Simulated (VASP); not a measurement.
Data:

```
CELL_PARAMETERS angstrom
      2.08217    -3.60642     0.00000
      2.08217     3.60642     0.00000
      0.00000     0.00000     6.76329
ATOMIC_POSITIONS crystal
  Cd 0.66667 0.33333 0.50000
  Cd 0.33333 0.66667 0.00000
  S  0.66667 0.33333 0.87700
  S  0.33333 0.66667 0.37700
```

Calculation: PBE GGA, VASP's PBE PAW potentials (set 64) (plane waves; VASP). Run with 520 eV cut-off, 6×6×4 Γ-centred mesh, Gaussian smearing of 0.050 eV, potentials Cd S.

Task: Predict the energy per atom (σ→0), pressure, band gap (on the k-mesh) with the smallest direct gap where there is one.

Result: 
The band gap (on the k-mesh) is 1.18 eV, the smallest direct gap (on the k-mesh) comes out as 1.18 eV and the energy per atom (σ→0) is -296.2 kJ/mol of atoms. The pressure is 1.74 GPa.

Total energies compare only between runs with the same potentials, cut-off and functional.

The compound is CdS in the wurtzite structure. This cell is one point of a volume scan, at 0.97 of the reference volume.
